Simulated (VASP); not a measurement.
Consider the following.

```xyz
2
Lattice="1.5198 -2.6324 0.0000 1.5198 2.6324 0.0000 0.0000 0.0000 5.7324" Properties=species:S:1:pos:R:3 pbc="T T T"
Cd     1.5198     0.8775     1.4331
Cd     1.5198    -0.8775     4.2993
```

All values below come from PBE GGA, VASP's PBE PAW potentials (set 64) (plane waves; VASP 6.6.1). Settings: 400 eV cut-off, 12×12×6 Γ-centred mesh, first-order Methfessel-Paxton smearing of 0.10 eV, potentials Cd.

Q: What does the run give for the energy per atom (σ→0), band gap (on the k-mesh) with the smallest direct gap where there is one?

A: 
```json
{
  "band gap (on the k-mesh)": "none (metal, semimetal or under 0.01 eV)",
  "energy per atom (σ→0)": "-745 meV/atom"
}
```

The absolute energy has meaning only against runs of the same code, potentials and settings.

The compound is Cd in the hcp structure. The cell was not relaxed at this level.
